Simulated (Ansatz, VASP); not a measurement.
## Tl2S: VASP beside Ansatz

Aim: how closely do two programs agree when they are given the same cell, functional and k mesh? The cell is generated by rule, not measured, and may not be a known phase. The cell is taken from a series of runs on this material, whose earlier steps may have relaxed, scaled, displaced or heated it; both programs get it as it stands.

Main program and level: Ansatz 0.2.0; plane waves, with VASP 6.6.1 beside it; zone-centre phonons at PBEsol.

The structure was built from a prototype and need not be the compound's stable phase.

### 1. Starting point

It takes space group P4/nmm (No. 129, tetragonal). The conventional cell has a = 4.734 Å, b = 4.734 Å, c = 7.312 Å, α = 90.00°, β = 90.00°, γ = 90.00°. Nearest to S lie 5 Tl at 2.69 to 3.15 Å. Nearest to Tl lie 1 S at 2.69 Å. Tl has 4 S at 3.15 Å and 4 Tl at 3.35 Å nearest. Farther neighbours and most contacts between anions are not listed.

### 2. Ansatz: zone-centre phonons, PBEsol

Ansatz runs on its default PAW (the set named soft_2) files.

Second derivatives magnify differences that forces hide, and they need a tight electronic threshold.

File input.yaml:

```yaml
crystal:
  lattice:
    - [4.7338939532, 0.0, 0.0]
    - [0.0, 4.7338939532, 0.0]
    - [0.0, 0.0, 7.3120836587]
  atoms:
    - { symbol: S, position: [0.5, 0.0, 0.7156819827] }
    - { symbol: S, position: [0.0, 0.5, 0.2843180173] }
    - { symbol: Tl, position: [0.0, 0.5, 0.6527807724] }
    - { symbol: Tl, position: [0.5, 0.5, 0.0] }
    - { symbol: Tl, position: [0.5, 0.0, 0.3472192276] }
    - { symbol: Tl, position: [0.0, 0.0, 0.0] }
kpoints:
  mp_grid: { grid: [8, 8, 6] }
hamiltonian:
  xc: pbesol
scf:
  occupations: { method: methfessel_paxton, width: 0.2 }
output:
  eigenvalues: true
phonons:
  method: dfpt
```

Command:

```sh
$ ansatz run input.yaml --threads 8 --pin off --max-ram 14336MiB --backend cpu --events-out ev --progress --plain --runs-dir out
```

Numbers of over 12 decimals in the logs are rounded to 6 here.

The log of the run:

```text
zone centre: on kpoints.mp_grid the ground state, and the responses unless they are solved on pairs of k-points, stand on 100 of the mesh's 384 k-points, reduced under 4 symmetry operations, with k and −k counted as one. Each operation leaves every solved displacement unchanged or reverses it
Engine: ansatz 0.2.0, aarch64-unknown-linux-gnu
Pseudopotentials: kind: paw
Pseudopotential: S, paw, valence charge 6, recommended cutoff 420 eV (normal), S.paw.azcp
Pseudopotential: Tl, paw, valence charge 13, recommended cutoff 420 eV (normal), Tl.paw.azcp
Functional definition: PBEsol
  exchange = pbesol_x
  correlation = pbesol_c
Crystal: 6 atoms, lattice volume = 163.862 Å³
Basis set: ecut = 420 eV, 3201 PW (Γ), exchange–correlation on 64×64×100 points (8 copies of the dense FFT grid, shifted against one another)
Bands: 39, of which v1, the nominal top of the filled ones, is band 32 counted from 1 (31 counted from 0)
Symmetry: 16 space group operations
k-points: 100 of 384 (irreducible under 4 space group operations, time reversal used)
Non-local potential: S, projectors of the file, l = 0: 2, l = 1: 2, l = 2: 2
Non-local potential: Tl, projectors of the file, l = 0: 2, l = 1: 2, l = 2: 2, l = 3: 1
PAW form: soft (Blöchl's): semilocal exchange-correlation on the pseudo side does not see the compensation charge
PAW frozen core: S, regenerated for the run's functional, and the local potential with it (the file was generated under x = pbe(κ = 0.804, μ = 0.219515), c = pbe(β = 0.066725))
PAW frozen core: Tl, regenerated for the run's functional, and the local potential with it (the file was generated under x = pbe(κ = 0.804, μ = 0.219515), c = pbe(β = 0.066725))
PAW one-centre angular grid: S, 110 points (default); XC on 64 Gauss nodes
PAW one-centre angular grid: Tl, 590 points (default); XC on 64 Gauss nodes
Initial density: superposition of atomic densities (neutral atoms: chi_scale 0, normalization atom), corrected by the library's trained network
Initial wavefunctions: pseudopotential atomic-orbital guess
Functional: x = pbesol(κ = 0.804, μ = 0.123457), c = pbesol(β = 0.046)
SCF iter   1: F=—  HF=-46953.754266 eV  |F-HF|=—  |Δ(HF+E_count)|=         —  Δρ=5.73e-3  dr2=1.24e-1  ethr=1.77e-3  ⟨swp⟩=5.8  Hψ=14029  notcnv=0
preconditioner: auto → Kerker (q_TF=auto, 2.333 Å⁻¹)  [metal: Δε(μ)=0.089 eV  Ē_g=11.543 eV  σ=0.200 eV  W_gap=0.36  n_scr=36 (ndim 8)  ℏωp=23.2 eV  f_vac=0.012  D(μ)=0.46/eV (n_scr^D=0)]
SCF iter   2: F=—  HF=-46953.731541 eV  |F-HF|=—  |Δ(HF+E_count)|=   2.27e-2  S|Δr|=    0.00e0  Δρ=2.12e-3  dr2=1.77e-2  ethr=1.93e-4  ⟨swp⟩=1.1  Hψ=4712  notcnv=0
preconditioner: auto → Resta (q_TF=auto, 2.333 Å⁻¹)  ε∞=5.0  [insulator: Δε(μ)=0.139 eV  Ē_g=11.551 eV  σ=0.200 eV  W_gap=0.55  n_scr=36 (ndim 8)  ℏωp=23.2 eV  f_vac=0.012  D(μ)=0.38/eV (n_scr^D=0)  ε∞_Penn≈5.0]
SCF iter   3: F=—  HF=-46953.728027 eV  |F-HF|=—  |Δ(HF+E_count)|=   3.51e-3  S|Δr|=    0.00e0  Δρ=5.52e-4  dr2=6.91e-4  ethr=2.76e-5  ⟨swp⟩=2.0  Hψ=4383  notcnv=0
SCF iter   4: F=—  HF=-46953.728017 eV  |F-HF|=—  |Δ(HF+E_count)|=   1.03e-5  S|Δr|=    0.00e0  Δρ=1.11e-4  dr2=2.22e-5  ethr=1.08e-6  ⟨swp⟩=2.0  Hψ=4726  notcnv=0
SCF iter   5: F=—  HF=-46953.728019 eV  |F-HF|=—  |Δ(HF+E_count)|=   1.93e-6  S|Δr|=    0.00e0  Δρ=2.74e-5  dr2=1.03e-6  ethr=3.46e-8  ⟨swp⟩=2.4  Hψ=6739  notcnv=0
SCF iter   6: F=—  HF=-46953.728020 eV  |F-HF|=—  |Δ(HF+E_count)|=   1.06e-6  S|Δr|=    0.00e0  Δρ=4.95e-6  dr2=3.88e-8  ethr=1.61e-9  ⟨swp⟩=2.9  Hψ=7057  notcnv=0
SCF iter   7: F=—  HF=-46953.728020 eV  |F-HF|=—  |Δ(HF+E_count)|=   1.38e-8  S|Δr|=    0.00e0  Δρ=1.18e-6  dr2=2.90e-9  ethr=6.06e-11  ⟨swp⟩=2.0  Hψ=5809  notcnv=0
SCF iter   8: F=—  HF=-46953.728020 eV  |F-HF|=—  |Δ(HF+E_count)|=   2.21e-9  S|Δr|=    0.00e0  Δρ=3.09e-7  dr2=1.97e-10  ethr=4.53e-12  ⟨swp⟩=3.0  Hψ=6995  notcnv=0
SCF iter   9: F=—  HF=-46953.728020 eV  |F-HF|=—  |Δ(HF+E_count)|=  1.31e-10  S|Δr|=    0.00e0  Δρ=1.05e-7  dr2=2.18e-11  ethr=1.00e-12  ⟨swp⟩=3.0  Hψ=6977  notcnv=0
SCF iter  10: F=-46953.728020 eV  HF=-46953.728020 eV  |F-HF|=7.28e-12  |Δ(HF+E_count)|=  1.46e-11  S|Δr|=    0.00e0  Δρ=2.85e-8  dr2=1.89e-12  ethr=1.00e-12  ⟨swp⟩=9.4  Hψ=19586  notcnv=0
SCF 1 converged in 10 iterations: F = -46953.728020 eV  dr2 = 1.89e-12
  greatest PAW one-centre occupation: 0.966 electrons in one spin orbital (limit 2), on the Tl atom at site 4 (counted from 0), in its partial waves of l = 2
DFPT response loops at Γ: preconditioner auto → Kerker (q_TF=auto, 2.333 Å⁻¹) (partly filled bands, converged f_vac=0.012); β = 1.00, the filter's whole step (`scf.mixing.beta` (0.50) is not read by the response loops under this deck's `scf.mixing.preconditioner`; to damp them name `kerker` or `kerker_dos`, under which they read `scf.mixing.beta`, and type it under 1.00, their step now; both keys bind the ground state too); Broyden in place of MSR1
SCF converged after 10 iterations
Stability not checked: this state was not tested for a lower state beside it, because cold or Methfessel-Paxton smearing, or corrected tetrahedra, fill the levels in a way that the test cannot read (fill_not_monotonic; see scf.lower_state_search)
Free energy (F): -46953.728020 eV
Harris-Foulkes:  -46953.728020 eV  (|F-HF|=7.28e-12)
Internal energy: -46953.731099 eV  (E = F + TS)
E sigma→0 (E₀):  -46953.728790 eV
Entropy (-TS):   0.003079 eV (0.513 meV/atom)
Fermi energy:    7.942587 eV
--- Per-component energies (eV) ---
  E_band       = -40.968597
  E_kinetic    = 1542.197110
  E_local      = -4138.413781  (includes V_loc(G=0)·N_el)
  E_nonlocal   = 1336.022801
  E_hartree    = 1530.248453
  E_xc         = -1107.699011
  E_vxc        = -743.287611  (∫ρ·V_xc dr)
  E_paw        = -41234.130130  (= ΣΔE_a)
  E_vpaw       = -1097.984188  (= ΣTr[D̂ρ^β])
  E_aug_tail   = 0.000138  (compensation charges beyond the density's cutoff)
  E_ewald      = -4882.233638
  E_core_change = 0.276959  (= ΣΔE_core)
  E_smearing   = 0.003079  (= −TS)
  E_closure    = 0.000000  (closes the sum)
  Σ components = -46953.728020   (vs F -46953.728020, Δ=0.00e0)
--- Band table (eV; the first three rows and the last of 100) ---
  k-point 0: bands = [... 28 lower, 6.4328, 6.4328, 6.4417, 8.4880, 9.6585, 9.6585, 10.3985, 11.2629, ... 3 higher]
  k-point 1: bands = [... 28 lower, 6.3326, 6.3326, 6.4639, 7.6785, 9.6574, 9.6574, 10.9267, 11.1617, ... 3 higher]
  k-point 2: bands = [... 28 lower, 6.0645, 6.0724, 6.0724, 6.8772, 9.6697, 9.6697, 10.9962, 11.0089, ... 3 higher]
  k-point 99: bands = [... 28 lower, 6.5211, 6.5211, 7.2296, 7.2296, 7.7280, 7.7280, 11.3566, 11.3566, ... 3 higher]
--- Phonons (Γ-DFPT): 6 representative perturbations + reference, on 100 of 384 k-points (Σ response iterations 18) ---
  k mesh reduced under 4 symmetry operations, with k and −k counted as one. Each operation leaves every solved displacement unchanged or reverses it
  ASR residual: 7.159e-5 → 0.000e0 eV/Å²; symmetrization residual: 1.942e-5 eV/Å²
  ASR residual per site (eV/Å²): 7.16e-5 7.16e-5 4.31e-5 7.87e-6 4.31e-5 7.87e-6
  Γ frequencies (cm⁻¹): 0.00 0.00 0.00 16.22 16.22 26.81 30.41 30.41 48.64 48.64 66.43 72.79 72.79 75.60 89.01 89.01 156.85 193.65
  non-analytic LO–TO correction: not included (Born effective charges unavailable; polar crystals: no LO–TO splitting at Γ)
```

The column dr2 measures how far the density is from self-consistency, as an energy; F and HF (Harris–Foulkes) agree once it is small.

### 3. VASP: zone-centre phonons, PBEsol

The same cell, functional, mesh and smearing now go to VASP, with its own data sets.

Lines of VASP's logs that name or quote its potential files are left out, and so is its time.

File INCAR:

```
SYSTEM = Tl2S
PREC = Accurate
ENCUT = 500
EDIFF = 1E-08
NELM = 120
ISMEAR = 1
SIGMA = 0.2
LREAL = .FALSE.
ALGO = Normal
GGA = PS
NBANDS = 39
LORBIT = 11
LWAVE = .FALSE.
LCHARG = .FALSE.
ISIF = 2
IBRION = 8
LASPH = .TRUE.
GGA_COMPAT = .FALSE.
KPAR = 2
```

File POSCAR:

```
Tl2S
1.0
    4.7338939532      0.0000000000      0.0000000000
    0.0000000000      4.7338939532      0.0000000000
    0.0000000000      0.0000000000      7.3120836587
S Tl
2 4
Direct
    0.5000000000      0.0000000000      0.7156819827
    0.0000000000      0.5000000000      0.2843180173
    0.0000000000      0.5000000000      0.6527807724
    0.5000000000      0.5000000000      0.0000000000
    0.5000000000      0.0000000000      0.3472192276
    0.0000000000      0.0000000000      0.0000000000
```

File KPOINTS:

```
Automatic mesh
0
Gamma
8 8 6
0 0 0
```

The projector-augmented-wave data sets are S and Tl_d (PBE family, release 64).

Command:

```sh
$ mpirun -np 2 vasp_std
```

The log of the run:

```text
[banner, memory and clock lines left out]
running    2 mpi-ranks, on    1 nodes
 distrk:  each k-point on    1 cores,    2 groups
 distr:  one band on    1 cores,    1 groups

 POSCAR found type information on POSCAR S Tl
 POSCAR found :  2 types and       6 ions
|                                                                             |
|               ----> ADVICE to this user running VASP <----                  |
|                                                                             |
|     You enforced a specific xc type in the INCAR file but a different       |
|     [... a line on the potential file left out ...]
|     I HOPE YOU KNOW WHAT YOU ARE DOING!                                     |
|                                                                             |

 LDA part: xc-table for (Slater+PW92), standard interpolation
 POSCAR, INCAR and KPOINTS ok, starting setup
 FFT: planning ... GRIDC
 FFT: planning ... GRID_SOFT
 FFT: planning ... GRID
 WAVECAR not read
 entering main loop
       N       E                     dE             d eps       ncg     rms          rms(c)
DAV:   1     0.360455089326E+03    0.36046E+03   -0.32042E+04  4704   0.146E+03
DAV:   2    -0.363166751744E+01   -0.36409E+03   -0.34974E+03  5206   0.322E+02
DAV:   3    -0.213966352466E+02   -0.17765E+02   -0.17289E+02  5534   0.552E+01
DAV:   4    -0.217141592655E+02   -0.31752E+00   -0.31724E+00  5038   0.728E+00
DAV:   5    -0.217201594080E+02   -0.60001E-02   -0.59991E-02  5539   0.104E+00    0.817E+00
DAV:   6    -0.205006109418E+02    0.12195E+01   -0.26434E+00  5673   0.769E+00    0.602E+00
DAV:   7    -0.205166040550E+02   -0.15993E-01   -0.59925E-01  4869   0.271E+00    0.335E+00
DAV:   8    -0.205070047450E+02    0.95993E-02   -0.48677E-02  5174   0.112E+00    0.324E-01
DAV:   9    -0.205040874474E+02    0.29173E-02   -0.10730E-02  5508   0.572E-01    0.185E-01
DAV:  10    -0.205043840044E+02   -0.29656E-03   -0.14527E-03  5073   0.153E-01    0.570E-02
DAV:  11    -0.205044261917E+02   -0.42187E-04   -0.10989E-04  5353   0.464E-02    0.230E-02
DAV:  12    -0.205044356910E+02   -0.94992E-05   -0.18479E-05  5201   0.182E-02    0.804E-03
DAV:  13    -0.205044353870E+02    0.30399E-06   -0.32997E-06  5452   0.960E-03    0.197E-03
DAV:  14    -0.205044355620E+02   -0.17506E-06   -0.48642E-07  5117   0.323E-03    0.107E-03
DAV:  15    -0.205044355414E+02    0.20629E-07   -0.72420E-08  4845   0.160E-03    0.607E-04
DAV:  16    -0.205044355177E+02    0.23741E-07   -0.28761E-08  4038   0.680E-04    0.190E-04
DAV:  17    -0.205044355247E+02   -0.70186E-08   -0.21453E-09  2879   0.315E-04
   1 F= -.20504436E+02 E0= -.20505461E+02  d E =0.307533E-02
 Linear response reoptimize wavefunctions to high precision
DAV:   1    -0.205044355282E+02   -0.35552E-08   -0.46140E-10  2816   0.984E-05
DAV:   2    -0.205044355283E+02   -0.38199E-10   -0.72811E-11  2732   0.373E-05
 Linear response DOF=           6
 Linear response progress:
  Degree of freedom:   1/  6
       N       E                     dE             d eps       ncg     rms          rms(c)
RMM:   1    -0.113303377776E+00   -0.11330E+00    0.91342E-03 20742   0.105E+00
RMM:   2    -0.109618285685E+00    0.36851E-02   -0.55665E-03 15300   0.217E-01    0.613E-02
RMM:   3    -0.109886935872E+00   -0.26865E-03   -0.14184E-04 15819   0.412E-02    0.333E-02
RMM:   4    -0.110139327360E+00   -0.25239E-03   -0.57597E-05 16057   0.243E-02    0.912E-03
RMM:   5    -0.110115138511E+00    0.24189E-04   -0.27715E-06 16643   0.630E-03    0.399E-03
RMM:   6    -0.110113596625E+00    0.15419E-05   -0.96588E-08 16760   0.108E-03    0.222E-03
RMM:   7    -0.110126460805E+00   -0.12864E-04   -0.23374E-07 15874   0.105E-03    0.755E-04
RMM:   8    -0.110125146667E+00    0.13141E-05   -0.24786E-08 16932   0.333E-04    0.699E-05
RMM:   9    -0.110124995930E+00    0.15074E-06   -0.22163E-08 17285   0.120E-04    0.369E-05
RMM:  10    -0.110125155592E+00   -0.15966E-06   -0.26637E-08 17205   0.713E-05    0.106E-05
RMM:  11    -0.110125030092E+00    0.12550E-06    0.22368E-07 16945   0.559E-05    0.545E-06
RMM:  12    -0.110125040837E+00   -0.10745E-07   -0.61363E-08 14753   0.465E-05    0.167E-06
RMM:  13    -0.110125049884E+00   -0.90473E-08    0.87275E-09 10212   0.452E-05    0.492E-07
 first order change of Fermi-energy  -0.65604E-04
 force on displaced ion       1 direction 1 :  -0.525   0.000   0.000
 Linear response progress:
  Degree of freedom:   2/  6
       N       E                     dE             d eps       ncg     rms          rms(c)
RMM:   1    -0.119641935443E+00   -0.11964E+00    0.38146E-02 10256   0.113E+00
RMM:   2    -0.116238094746E+00    0.34038E-02   -0.55957E-03  7048   0.226E-01    0.150E-01
RMM:   3    -0.116560072871E+00   -0.32198E-03   -0.34561E-04  7373   0.532E-02    0.811E-02
RMM:   4    -0.116806532222E+00   -0.24646E-03   -0.13338E-04  7503   0.308E-02    0.190E-02
RMM:   5    -0.116782989602E+00    0.23543E-04   -0.57680E-06  7583   0.916E-03    0.701E-03
RMM:   6    -0.116767621297E+00    0.15368E-04   -0.79183E-07  7565   0.248E-03    0.323E-03
RMM:   7    -0.116772800954E+00   -0.51797E-05   -0.30592E-07  7736   0.128E-03    0.595E-04
RMM:   8    -0.116771808712E+00    0.99224E-06   -0.80960E-08  7779   0.332E-04    0.179E-04
RMM:   9    -0.116772411141E+00   -0.60243E-06   -0.17102E-07  7817   0.200E-04    0.711E-05
RMM:  10    -0.116772607023E+00   -0.19588E-06    0.90000E-08  8057   0.928E-05    0.219E-05
RMM:  11    -0.116772492003E+00    0.11502E-06    0.86979E-08  7779   0.755E-05    0.520E-06
RMM:  12    -0.116772513440E+00   -0.21438E-07   -0.10299E-08  7506   0.614E-05    0.216E-06
RMM:  13    -0.116772512773E+00    0.66739E-09    0.36111E-08  6936   0.583E-05    0.694E-07
 first order change of Fermi-energy   0.15613E+00
 force on displaced ion       1 direction 3 :   0.000   0.000  -3.232
 Linear response progress:
  Degree of freedom:   3/  6
       N       E                     dE             d eps       ncg     rms          rms(c)
RMM:   1    -0.342343599784E+00   -0.34234E+00   -0.23882E-01 17031   0.278E+00
RMM:   2    -0.343195032272E+00   -0.85143E-03   -0.31697E-03 15286   0.323E-01    0.358E-02
RMM:   3    -0.343025378816E+00    0.16965E-03   -0.63442E-05 17148   0.420E-02    0.202E-02
RMM:   4    -0.342807647899E+00    0.21773E-03   -0.55490E-06 17275   0.144E-02    0.401E-03
RMM:   5    -0.342800725702E+00    0.69222E-05    0.17643E-06 17488   0.249E-03    0.180E-03
RMM:   6    -0.342807030781E+00   -0.63051E-05    0.22793E-07 17074   0.199E-03    0.369E-04
RMM:   7    -0.342805985472E+00    0.10453E-05   -0.23523E-08 17577   0.433E-04    0.189E-04
RMM:   8    -0.342806879457E+00   -0.89399E-06    0.20781E-09 17145   0.225E-04    0.306E-05
RMM:   9    -0.342806802957E+00    0.76500E-07   -0.27919E-08 17902   0.845E-05    0.111E-05
RMM:  10    -0.342806931294E+00   -0.12834E-06   -0.13083E-08 17789   0.635E-05    0.295E-06
RMM:  11    -0.342806939035E+00   -0.77401E-08   -0.84575E-09 16650   0.526E-05    0.112E-06
 first order change of Fermi-energy  -0.17155E-05
 force on displaced ion       3 direction 1 :  -0.699   0.000   0.000
 Linear response progress:
  Degree of freedom:   4/  6
       N       E                     dE             d eps       ncg     rms          rms(c)
RMM:   1    -0.352614583586E+00   -0.35261E+00   -0.23467E-01  7991   0.282E+00
RMM:   2    -0.351772772987E+00    0.84181E-03   -0.35309E-03  7043   0.337E-01    0.126E-01
RMM:   3    -0.351302201188E+00    0.47057E-03   -0.11905E-04  7877   0.537E-02    0.743E-02
RMM:   4    -0.350873946797E+00    0.42825E-03   -0.72540E-05  7731   0.322E-02    0.167E-02
RMM:   5    -0.350857150224E+00    0.16797E-04   -0.42093E-07  8099   0.728E-03    0.575E-03
RMM:   6    -0.350881461527E+00   -0.24311E-04   -0.35610E-06  7685   0.446E-03    0.139E-03
RMM:   7    -0.350887341584E+00   -0.58801E-05   -0.49174E-07  8033   0.112E-03    0.578E-04
RMM:   8    -0.350890695159E+00   -0.33536E-05   -0.42530E-07  7927   0.433E-04    0.137E-04
RMM:   9    -0.350891058419E+00   -0.36326E-06   -0.96433E-08  7949   0.174E-04    0.522E-05
RMM:  10    -0.350891155985E+00   -0.97566E-07   -0.13295E-08  8205   0.106E-04    0.176E-05
RMM:  11    -0.350891251731E+00   -0.95746E-07   -0.80793E-09  8006   0.838E-05    0.451E-06
RMM:  12    -0.350891253162E+00   -0.14318E-08   -0.22307E-08  8150   0.681E-05    0.169E-06
 first order change of Fermi-energy  -0.15427E+00
 force on displaced ion       3 direction 3 :   0.000   0.000  -5.333
 Linear response progress:
  Degree of freedom:   5/  6
       N       E                     dE             d eps       ncg     rms          rms(c)
RMM:   1    -0.343052059125E+00   -0.34305E+00   -0.23402E-01 16947   0.280E+00
RMM:   2    -0.343218204538E+00   -0.16615E-03   -0.32324E-03 15252   0.312E-01    0.430E-02
RMM:   3    -0.343024876511E+00    0.19333E-03   -0.96263E-05 17147   0.401E-02    0.234E-02
RMM:   4    -0.342808849562E+00    0.21603E-03   -0.11595E-05 17419   0.139E-02    0.471E-03
RMM:   5    -0.342803866717E+00    0.49828E-05   -0.17278E-06 17418   0.229E-03    0.216E-03
RMM:   6    -0.342809586150E+00   -0.57194E-05   -0.39442E-07 16988   0.204E-03    0.282E-04
RMM:   7    -0.342808351814E+00    0.12343E-05   -0.25942E-07 17599   0.417E-04    0.136E-04
RMM:   8    -0.342808651518E+00   -0.29970E-06   -0.13527E-07 17621   0.172E-04    0.229E-05
RMM:   9    -0.342808506704E+00    0.14481E-06   -0.15381E-08 18044   0.942E-05    0.103E-05
RMM:  10    -0.342808470769E+00    0.35934E-07   -0.28764E-08 18208   0.835E-05    0.237E-06
RMM:  11    -0.342808460995E+00    0.97747E-08   -0.28192E-08 16036   0.759E-05    0.120E-06
 first order change of Fermi-energy   0.42293E-04
 force on displaced ion       4 direction 1 :  -2.484   0.000  -0.001
 Linear response progress:
  Degree of freedom:   6/  6
       N       E                     dE             d eps       ncg     rms          rms(c)
RMM:   1    -0.351615469969E+00   -0.35162E+00   -0.23999E-01 13049   0.282E+00
RMM:   2    -0.351529010411E+00    0.86460E-04   -0.33724E-03 11759   0.328E-01    0.556E-02
RMM:   3    -0.351200374058E+00    0.32864E-03   -0.12663E-04 13284   0.499E-02    0.336E-02
RMM:   4    -0.351010848767E+00    0.18953E-03   -0.32482E-05 13278   0.199E-02    0.163E-02
RMM:   5    -0.350953893938E+00    0.56955E-04   -0.40959E-06 13702   0.710E-03    0.587E-03
RMM:   6    -0.350970517768E+00   -0.16624E-04   -0.13695E-06 12797   0.399E-03    0.932E-04
RMM:   7    -0.350967488856E+00    0.30289E-05   -0.42172E-08 13577   0.846E-04    0.473E-04
RMM:   8    -0.350969587667E+00   -0.20988E-05   -0.27339E-08 13369   0.389E-04    0.912E-05
RMM:   9    -0.350969486898E+00    0.10077E-06    0.71408E-10 13769   0.142E-04    0.266E-05
RMM:  10    -0.350969646446E+00   -0.15955E-06   -0.17332E-08 13872   0.797E-05    0.106E-05
RMM:  11    -0.350969677618E+00   -0.31172E-07   -0.12585E-08 13771   0.672E-05    0.253E-06
RMM:  12    -0.350969683922E+00   -0.63038E-08   -0.20080E-08 12870   0.592E-05    0.107E-06
 first order change of Fermi-energy   0.95695E-04
 force on displaced ion       4 direction 3 :   0.000   0.000  -1.518
 Linear response finished
```

(Continued in part 2 of 2.)

[Lines on the potential files, build, host, timing and source positions are cut from VASP's logs without a mark.]

[Logs are printed without paths, hosts, clocks, repeated set-up lines and the standing remarks that a program may print on its own settings, such as how far it seeks lower states.]

[Hosts, paths, dates, database ids (printed as entryN), source tags and the programs' standing remarks are cut or masked in the printed files.]
